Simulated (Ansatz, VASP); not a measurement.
# HfSi in two plane-wave programs, part 2 of 2

Wanted: the spread between two codes on one cell, functional and k mesh. The cell is generated by rule, not measured, and may not be a known phase. The cell is taken from a series of runs on this material, whose earlier steps may have relaxed, scaled, displaced or heated it; both programs get it as it stands.

VASP 6.6.1 and Ansatz 0.2.0.

So far: The starting structure; Ansatz: zone-centre phonons, LDA.

## (3) VASP: zone-centre phonons, LDA

Level of this step: LDA; plane waves and PAW (Hf_pv, Si); invented cell (VASP).

The same cell, functional (in two slightly different forms), mesh and smearing now go to VASP, with its own data sets.

Lines of VASP's logs that name or quote its potential files are left out, and so is its time.

INCAR

```
SYSTEM = HfSi
PREC = Accurate
ENCUT = 500
EDIFF = 1E-08
NELM = 120
ISMEAR = 1
SIGMA = 0.15
LREAL = .FALSE.
ALGO = Normal
GGA = CA
NBANDS = 13
LASPH = .TRUE.
LORBIT = 11
LWAVE = .FALSE.
LCHARG = .FALSE.
ISIF = 2
IBRION = 8
GGA_COMPAT = .FALSE.
KPAR = 2
```

POSCAR

```
HfSi
1.0
    1.9020867428     -2.2883833653      0.0000000000
    1.9020867428      2.2883833653      0.0000000000
    0.0000000000      0.0000000000      3.8035308370
Hf Si
1 1
Direct
    0.0000000000      0.0000000000      0.0000000000
    0.5000000000      0.5000000000      0.5000000000
```

KPOINTS

```
Automatic mesh
0
Gamma
12 12 10
0 0 0
```

PAW data sets: Hf_pv and Si (LDA family, release 64).

Started as:

```sh
mpirun -np 2 vasp_std
```

Numbers of over 12 decimals in the logs are rounded to 6 here.

Output:

```text
[banner, memory and clock lines left out]
running    2 mpi-ranks, on    1 nodes
 distrk:  each k-point on    1 cores,    2 groups
 distr:  one band on    1 cores,    1 groups

 POSCAR found type information on POSCAR HfSi
 POSCAR found :  2 types and       2 ions
 LDA part: xc-table for (Slater(with rela. corr.)+CA(PZ))
 , standard interpolation
 POSCAR, INCAR and KPOINTS ok, starting setup
 FFT: planning ... GRIDC
 FFT: planning ... GRID_SOFT
 FFT: planning ... GRID
 WAVECAR not read
 entering main loop
       N       E                     dE             d eps       ncg     rms          rms(c)
DAV:   1     0.215237607083E+02    0.21524E+02   -0.69971E+03  6724   0.954E+02
DAV:   2    -0.171862911854E+02   -0.38710E+02   -0.36678E+02  8659   0.186E+02
DAV:   3    -0.182946612236E+02   -0.11084E+01   -0.10961E+01  8498   0.222E+01
DAV:   4    -0.183023352678E+02   -0.76740E-02   -0.76723E-02  7882   0.233E+00
DAV:   5    -0.183024088847E+02   -0.73617E-04   -0.73615E-04  8595   0.210E-01    0.480E+01
DAV:   6    -0.178299973897E+02    0.47241E+00   -0.77998E-01  7943   0.540E+00    0.314E+01
DAV:   7    -0.177606480901E+02    0.69349E-01   -0.34448E-01  8280   0.405E+00    0.185E+00
DAV:   8    -0.177495826090E+02    0.11065E-01   -0.31347E-02  7728   0.125E+00    0.865E-01
DAV:   9    -0.177490956405E+02    0.48697E-03   -0.45400E-03  8358   0.481E-01    0.473E-01
DAV:  10    -0.177490692695E+02    0.26371E-04   -0.14713E-04  7743   0.845E-02    0.571E-02
DAV:  11    -0.177490694871E+02   -0.21756E-06   -0.82697E-06  8520   0.206E-02    0.887E-03
DAV:  12    -0.177490693477E+02    0.13940E-06   -0.44276E-07  7998   0.460E-03    0.182E-03
DAV:  13    -0.177490693480E+02   -0.29922E-09   -0.29384E-08  7908   0.117E-03
   1 F= -.17749069E+02 E0= -.17749077E+02  d E =0.217838E-04
 Linear response reoptimize wavefunctions to high precision
DAV:   1    -0.177490693477E+02    0.28695E-09   -0.12299E-09  5924   0.221E-04
DAV:   2    -0.177490693477E+02   -0.50022E-11   -0.73604E-11  3864   0.654E-05
 Linear response DOF=           6
 Linear response progress:
  Degree of freedom:   1/  6
       N       E                     dE             d eps       ncg     rms          rms(c)
RMM:   1    -0.196623933092E+00   -0.19662E+00    0.53361E+00  7295   0.133E+01
RMM:   2    -0.202538736330E+00   -0.59148E-02   -0.34110E-02 10298   0.125E+00    0.485E-01
RMM:   3    -0.202054193074E+00    0.48454E-03   -0.14595E-03 13783   0.182E-01    0.185E-01
RMM:   4    -0.201745539376E+00    0.30865E-03   -0.11512E-04 14634   0.584E-02    0.139E-01
RMM:   5    -0.201451088441E+00    0.29445E-03   -0.43561E-05 14716   0.402E-02    0.157E-02
RMM:   6    -0.201423972996E+00    0.27115E-04   -0.32828E-06 14072   0.922E-03    0.508E-03
RMM:   7    -0.201434130247E+00   -0.10157E-04   -0.11502E-05 14033   0.400E-03    0.209E-03
RMM:   8    -0.201435474269E+00   -0.13440E-05   -0.52573E-06 14972   0.105E-03    0.110E-03
RMM:   9    -0.201436158775E+00   -0.68451E-06   -0.29668E-06 14923   0.346E-04    0.185E-04
RMM:  10    -0.201436505016E+00   -0.34624E-06   -0.18022E-06 15206   0.148E-04    0.948E-05
RMM:  11    -0.201436658382E+00   -0.15337E-06   -0.11166E-06 15820   0.830E-05    0.265E-05
RMM:  12    -0.201436643689E+00    0.14692E-07   -0.67950E-07 15128   0.498E-05    0.108E-05
RMM:  13    -0.201436646567E+00   -0.28779E-08   -0.42674E-07 12533   0.333E-05    0.241E-05
RMM:  14    -0.201436630510E+00    0.16058E-07   -0.28517E-07 12374   0.258E-05    0.506E-05
RMM:  15    -0.201436632622E+00   -0.21126E-08   -0.18536E-07  8290   0.208E-05    0.537E-05
RMM:  16    -0.201436618332E+00    0.14290E-07   -0.13393E-07 12302   0.190E-05    0.678E-05
RMM:  17    -0.201436599332E+00    0.19000E-07   -0.97384E-08 13218   0.177E-05    0.861E-05
RMM:  18    -0.201436598376E+00    0.95573E-09   -0.79613E-08  7181   0.156E-05    0.878E-05
 first order change of Fermi-energy   0.25988E-03
 force on displaced ion       1 direction 1 :  -7.251   0.000   0.000
 Linear response progress:
  Degree of freedom:   2/  6
       N       E                     dE             d eps       ncg     rms          rms(c)
RMM:   1    -0.192850117041E+00   -0.19285E+00    0.51436E+00  7333   0.127E+01
RMM:   2    -0.199177964758E+00   -0.63278E-02   -0.30898E-02 10291   0.120E+00    0.461E-01
RMM:   3    -0.198555490554E+00    0.62247E-03   -0.19143E-03 13162   0.196E-01    0.109E-01
RMM:   4    -0.198222059741E+00    0.33343E-03   -0.14774E-04 14497   0.591E-02    0.137E-01
RMM:   5    -0.197822313343E+00    0.39975E-03   -0.31280E-05 14355   0.368E-02    0.143E-02
RMM:   6    -0.197788569949E+00    0.33743E-04   -0.26632E-06 15184   0.921E-03    0.117E-02
RMM:   7    -0.197795287375E+00   -0.67174E-05   -0.68532E-06 14123   0.497E-03    0.510E-03
RMM:   8    -0.197793158207E+00    0.21292E-05   -0.44662E-06 14488   0.145E-03    0.167E-03
RMM:   9    -0.197793961675E+00   -0.80347E-06   -0.43716E-06 15662   0.422E-04    0.165E-04
RMM:  10    -0.197794140708E+00   -0.17903E-06   -0.27041E-06 15625   0.180E-04    0.122E-04
RMM:  11    -0.197794410118E+00   -0.26941E-06   -0.16742E-06 14665   0.101E-04    0.943E-05
RMM:  12    -0.197794449984E+00   -0.39865E-07   -0.93459E-07 15054   0.525E-05    0.332E-05
RMM:  13    -0.197794482275E+00   -0.32291E-07   -0.58457E-07 14339   0.347E-05    0.291E-05
RMM:  14    -0.197794477641E+00    0.46346E-08   -0.36225E-07 10320   0.252E-05    0.303E-06
RMM:  15    -0.197794490126E+00   -0.12486E-07   -0.24110E-07 10887   0.211E-05    0.286E-06
RMM:  16    -0.197794505485E+00   -0.15359E-07   -0.16246E-07 13055   0.190E-05    0.141E-06
RMM:  17    -0.197794498280E+00    0.72051E-08   -0.11592E-07  7760   0.165E-05    0.488E-06
RMM:  18    -0.197794503095E+00   -0.48156E-08   -0.89115E-08  6848   0.154E-05    0.101E-06
 first order change of Fermi-energy   0.57816E-03
 force on displaced ion       1 direction 2 :   0.000  -0.641   0.000
 Linear response progress:
  Degree of freedom:   3/  6
       N       E                     dE             d eps       ncg     rms          rms(c)
RMM:   1    -0.225600828826E+00   -0.22560E+00    0.50397E+00  7387   0.132E+01
RMM:   2    -0.232092757308E+00   -0.64919E-02   -0.37779E-02 10221   0.127E+00    0.690E-01
RMM:   3    -0.231913030151E+00    0.17973E-03   -0.23377E-03 13800   0.211E-01    0.259E-01
RMM:   4    -0.231740954595E+00    0.17208E-03   -0.18982E-04 13659   0.621E-02    0.164E-01
RMM:   5    -0.231552299253E+00    0.18866E-03   -0.36591E-05 13994   0.346E-02    0.201E-02
RMM:   6    -0.231526311992E+00    0.25987E-04   -0.21839E-06 14055   0.858E-03    0.368E-03
RMM:   7    -0.231529377053E+00   -0.30651E-05    0.59036E-06 14297   0.332E-03    0.210E-03
RMM:   8    -0.231528802854E+00    0.57420E-06    0.96237E-06 15404   0.856E-04    0.127E-03
RMM:   9    -0.231529385207E+00   -0.58235E-06    0.57756E-06 14673   0.383E-04    0.341E-04
RMM:  10    -0.231529515165E+00   -0.12996E-06    0.33992E-06 14953   0.216E-04    0.122E-04
RMM:  11    -0.231529549078E+00   -0.33913E-07    0.20257E-06 15823   0.995E-05    0.207E-04
RMM:  12    -0.231529487109E+00    0.61969E-07    0.11905E-06 14747   0.598E-05    0.580E-05
RMM:  13    -0.231529446564E+00    0.40545E-07    0.71662E-07 15558   0.413E-05    0.660E-05
RMM:  14    -0.231529430462E+00    0.16102E-07    0.35344E-07 15634   0.283E-05    0.539E-05
RMM:  15    -0.231529386218E+00    0.44244E-07    0.23709E-07 15067   0.248E-05    0.150E-05
RMM:  16    -0.231529366703E+00    0.19515E-07    0.12788E-07 15453   0.187E-05    0.714E-06
RMM:  17    -0.231529366256E+00    0.44752E-09    0.63383E-08  9715   0.149E-05    0.329E-06
 first order change of Fermi-energy   0.16237E-03
 force on displaced ion       1 direction 3 :  -0.000   0.000  -9.556
 Linear response progress:
  Degree of freedom:   4/  6
       N       E                     dE             d eps       ncg     rms          rms(c)
RMM:   1    -0.164392706532E-01   -0.16439E-01    0.81436E-03 14692   0.902E-01
RMM:   2    -0.160051988647E-01    0.43407E-03   -0.10108E-03 10887   0.170E-01    0.335E-01
RMM:   3    -0.161049120824E-01   -0.99713E-04   -0.24894E-04  9949   0.866E-02    0.168E-01
RMM:   4    -0.163950766040E-01   -0.29016E-03   -0.13043E-04 10775   0.540E-02    0.184E-02
RMM:   5    -0.163815515361E-01    0.13525E-04   -0.81025E-06 11134   0.193E-02    0.331E-03
RMM:   6    -0.163866330810E-01   -0.50815E-05   -0.60700E-07 11097   0.460E-03    0.169E-03
RMM:   7    -0.163824130198E-01    0.42201E-05   -0.88272E-08 11630   0.182E-03    0.883E-04
RMM:   8    -0.163847674042E-01   -0.23544E-05   -0.70141E-09 11881   0.516E-04    0.955E-04
RMM:   9    -0.163840895786E-01    0.67783E-06   -0.87308E-10 11038   0.250E-04    0.893E-05
RMM:  10    -0.163839083262E-01    0.18125E-06   -0.25993E-09 11770   0.644E-05    0.139E-04
RMM:  11    -0.163838854978E-01    0.22828E-07   -0.27966E-09 12283   0.190E-05    0.996E-05
RMM:  12    -0.163838487965E-01    0.36701E-07   -0.24966E-09 11753   0.876E-06    0.440E-06
RMM:  13    -0.163838532168E-01   -0.44203E-08   -0.33756E-09 10753   0.481E-06    0.727E-06
 first order change of Fermi-energy   0.11906E-03
 force on displaced ion       2 direction 1 :  -7.245   0.000   0.000
 Linear response progress:
  Degree of freedom:   5/  6
       N       E                     dE             d eps       ncg     rms          rms(c)
RMM:   1    -0.134562199986E-01   -0.13456E-01   -0.27203E-03 15032   0.632E-01
RMM:   2    -0.128186259422E-01    0.63759E-03   -0.55371E-04 10790   0.129E-01    0.134E-01
RMM:   3    -0.128770105381E-01   -0.58385E-04   -0.74977E-05 10328   0.471E-02    0.673E-02
RMM:   4    -0.130109421810E-01   -0.13393E-03   -0.55604E-05 10779   0.343E-02    0.747E-03
RMM:   5    -0.129908366366E-01    0.20106E-04   -0.27021E-06 11150   0.110E-02    0.153E-03
RMM:   6    -0.129932206414E-01   -0.23840E-05   -0.24095E-07 11252   0.284E-03    0.103E-03
RMM:   7    -0.129900342457E-01    0.31864E-05   -0.26327E-08 11326   0.922E-04    0.325E-04
RMM:   8    -0.129912818938E-01   -0.12476E-05   -0.43036E-09 11422   0.291E-04    0.327E-04
RMM:   9    -0.129908845178E-01    0.39738E-06   -0.12471E-09 10870   0.134E-04    0.382E-05
RMM:  10    -0.129908559772E-01    0.28541E-07   -0.39715E-09 12442   0.387E-05    0.158E-05
RMM:  11    -0.129908434992E-01    0.12478E-07    0.24478E-10 11630   0.104E-05    0.742E-06
RMM:  12    -0.129908470386E-01   -0.35394E-08   -0.11540E-09  9365   0.443E-06    0.684E-06
 first order change of Fermi-energy  -0.18460E-03
 force on displaced ion       2 direction 2 :   0.000  -0.637   0.000
 Linear response progress:
  Degree of freedom:   6/  6
       N       E                     dE             d eps       ncg     rms          rms(c)
RMM:   1    -0.243035711305E-01   -0.24304E-01    0.64302E-02 14767   0.126E+00
RMM:   2    -0.240262801743E-01    0.27729E-03   -0.23399E-03 11021   0.261E-01    0.529E-01
RMM:   3    -0.239050931266E-01    0.12119E-03   -0.70740E-04  9988   0.134E-01    0.247E-01
RMM:   4    -0.241088561490E-01   -0.20376E-03   -0.19434E-04 11260   0.635E-02    0.403E-02
RMM:   5    -0.241033450616E-01    0.55111E-05   -0.16060E-05 11221   0.260E-02    0.738E-03
RMM:   6    -0.241088143633E-01   -0.54693E-05   -0.91197E-07 11160   0.584E-03    0.217E-03
RMM:   7    -0.241045243992E-01    0.42900E-05   -0.12086E-07 11656   0.225E-03    0.563E-04
RMM:   8    -0.241054456166E-01   -0.92122E-06   -0.11547E-08 11910   0.570E-04    0.567E-04
RMM:   9    -0.241052176787E-01    0.22794E-06   -0.14485E-09 11515   0.283E-04    0.253E-04
RMM:  10    -0.241053829227E-01   -0.16524E-06    0.13444E-08 11266   0.822E-05    0.161E-05
RMM:  11    -0.241053857280E-01   -0.28053E-08    0.81512E-09 12466   0.248E-05    0.867E-06
 first order change of Fermi-energy   0.98083E-04
 force on displaced ion       2 direction 3 :  -0.000   0.000  -9.551
 Linear response finished
```

Parts of OUTCAR (step 3):

```text
ion  position               nearest neighbor table
   1  0.000  0.000  0.000-   2 2.69   2 2.69   2 2.69   2 2.69   2 2.98   2 2.98   2 2.98   2 2.98

  LATTYP: Found a base centered orthorhombic cell.
 ALAT       =     3.8041734856
 B/A-ratio  =     1.2030909599
 C/A-ratio  =     0.9998310675

 Subroutine GETGRP returns: Found  8 space group operations
 (whereof  8 operations were pure point group operations)

The static configuration has the point symmetry D_2h.

 Found    258 irreducible k-points:

   k-points           NKPTS =    258   k-points in BZ     NKDIM =    258   number of bands    NBANDS=     13

   dimension x,y,z NGX =    24 NGY =   24 NGZ =   28
   dimension x,y,z NGXF=    48 NGYF=   48 NGZF=   56

   ENCUT  =  500.0 eV  36.75 Ry    6.06 a.u.   5.43  5.43  6.93*2*pi/ulx,y,z

   NELECT =      14.0000    total number of electrons

 k-points in reciprocal lattice and weights: Automatic mesh
   0.00000000  0.00000000  0.00000000       0.001
   0.08333333  0.00000000  0.00000000       0.003
   0.16666667  0.00000000  0.00000000       0.003
   0.25000000  0.00000000  0.00000000       0.003
   0.33333333  0.00000000  0.00000000       0.003
   0.41666667  0.00000000  0.00000000       0.003
   0.50000000  0.00000000  0.00000000       0.001
   0.08333333  0.08333333  0.00000000       0.001
   0.16666667  0.08333333  0.00000000       0.003
[...]
-0.41666667  0.41666667  0.50000000       0.001
   0.50000000  0.50000000  0.50000000       0.001

 average (electrostatic) potential at core
       1 -34.4059       2 -83.1025

  Total        0.1072200     -0.0010219      0.1010439      0.0000000      0.0000000      0.0000000
  in kB        5.1881255     -0.0494473      4.8892763      0.0000000      0.0000000      0.0000000
  external PRESSURE =       3.3426515 kB  Pullay stress =       0.0000000 kB

  energy-cutoff  :      500.00
  volume of cell :       33.11
      direct lattice vectors                 reciprocal lattice vectors
     1.902086743 -2.288383365  0.000000000     0.262869189 -0.218494859  0.000000000
     1.902086743  2.288383365  0.000000000     0.262869189  0.218494859  0.000000000
     0.000000000  0.000000000  3.803530837     0.000000000  0.000000000  0.262913604

 POSITION                                       TOTAL-FORCE (eV/Angst)
 -----------------------------------------------------------------------------------
      0.00000      0.00000      0.00000         0.000000      0.000000      0.000000
      1.90209      0.00000      1.90177         0.000000     -0.000000      0.000000
 -----------------------------------------------------------------------------------
    total drift:                                0.000000      0.000000      0.000000

 Eigenvectors and eigenvalues of the dynamical matrix
 ----------------------------------------------------

   1 f  =    9.808322 THz    61.627506 2PiTHz  327.170415 cm-1    40.563943 meV
             X         Y         Z           dx          dy          dz
      0.000000  0.000000  0.000000     0.000000    0.000000   -0.368806
      1.902087  0.000000  1.901765     0.000000    0.000000    0.929507

   2 f  =    8.542719 THz    53.675488 2PiTHz  284.954442 cm-1    35.329832 meV
             X         Y         Z           dx          dy          dz
      0.000000  0.000000  0.000000    -0.368859   -0.000000    0.000000
      1.902087  0.000000  1.901765     0.929485    0.000000    0.000000

   3 f  =    2.533870 THz    15.920774 2PiTHz   84.520801 cm-1    10.479239 meV
             X         Y         Z           dx          dy          dz
      0.000000  0.000000  0.000000    -0.000000   -0.369810    0.000000
      1.902087  0.000000  1.901765    -0.000000    0.929107    0.000000

   4 f/i=    0.000888 THz     0.005582 2PiTHz    0.029637 cm-1     0.003674 meV
             X         Y         Z           dx          dy          dz
      0.000000  0.000000  0.000000     0.000000    0.000000    0.929507
      1.902087  0.000000  1.901765     0.000000    0.000000    0.368806

   5 f/i=    0.001263 THz     0.007933 2PiTHz    0.042116 cm-1     0.005222 meV
             X         Y         Z           dx          dy          dz
      0.000000  0.000000  0.000000     0.929485   -0.000000    0.000000
      1.902087  0.000000  1.901765     0.368859   -0.000000    0.000000

   6 f/i=    0.002968 THz     0.018647 2PiTHz    0.098996 cm-1     0.012274 meV
             X         Y         Z           dx          dy          dz
      0.000000  0.000000  0.000000     0.000000    0.929107    0.000000
      1.902087  0.000000  1.901765     0.000000    0.369810    0.000000

 ELASTIC MODULI CONTR FROM IONIC RELAXATION (kBar)
 Direction    XX          YY          ZZ          XY          YZ          ZX
 --------------------------------------------------------------------------------
 XX           0.0000      0.0000      0.0000      0.0000      0.0000      0.0000
 YY           0.0000      0.0000      0.0000      0.0000      0.0000      0.0000
 ZZ           0.0000      0.0000      0.0000      0.0000      0.0000      0.0000
 XY           0.0000      0.0000      0.0000      0.0000      0.0000      0.0000
 YZ           0.0000      0.0000      0.0000      0.0000      0.0000      0.0000
 ZX           0.0000      0.0000      0.0000      0.0000      0.0000      0.0000
 --------------------------------------------------------------------------------
```

## (4) Comparison

Known differences besides the potentials themselves: the two LDA forms differ slightly; the data sets hold 30 valence electrons in Ansatz (on its default PAW (the set named soft_2) files) and 14 in VASP; the cutoff is 420 eV in Ansatz and 500 eV in VASP; VASP's log shows a relativistic correction to its local exchange, Ansatz's none. Total energies have different zeros and are not compared.

Compared:

| quantity | Ansatz | VASP | difference |
| --- | --- | --- | --- |
| optical mode 1 (cm⁻¹) | 82.6 | 84.5 | -2.26 % |
| optical mode 2 (cm⁻¹) | 282.6 | 285.0 | -0.81 % |
| optical mode 3 (cm⁻¹) | 324.8 | 327.2 | -0.71 % |

Modes are paired by rising frequency, not by their patterns, so a pair may set unlike modes beside each other; they are those without the splitting of longitudinal modes.

## (5) Summary of results

```yaml
r_m_s_difference_of_the_optical_zone_centre_modes_each_program_s_sorted_by_frequency_zone_centre_phonons_lda: 2.2 cm⁻¹
difference_in_optical_mode_1_zone_centre_phonons_lda: -2.3 %
```

What this shows: The r.m.s. difference of the optical zone-centre modes, each program's sorted by frequency is 2.2 cm⁻¹ (zone-centre phonons, LDA). The data sets hold unlike numbers of valence electrons (30 in Ansatz and 14 in VASP), so part of the differences comes from the potentials. Among the rows given in per cent, the largest difference of the zone-centre phonons, LDA pair is in optical mode 1, -2.3 %. 1 further run of this series is not shown here. Such differences can come from data sets, numerical settings and the points named under the comparisons, not from the functional's error against experiment.

[Lines on the potential files, build, host, timing and source positions are cut from VASP's logs without a mark.]

[Logs are printed without paths, hosts, clocks, repeated set-up lines and the standing remarks that a program may print on its own settings, such as how far it seeks lower states.]

[Hosts, paths, dates, database ids (printed as entryN), source tags and the programs' standing remarks are cut or masked in the printed files.]
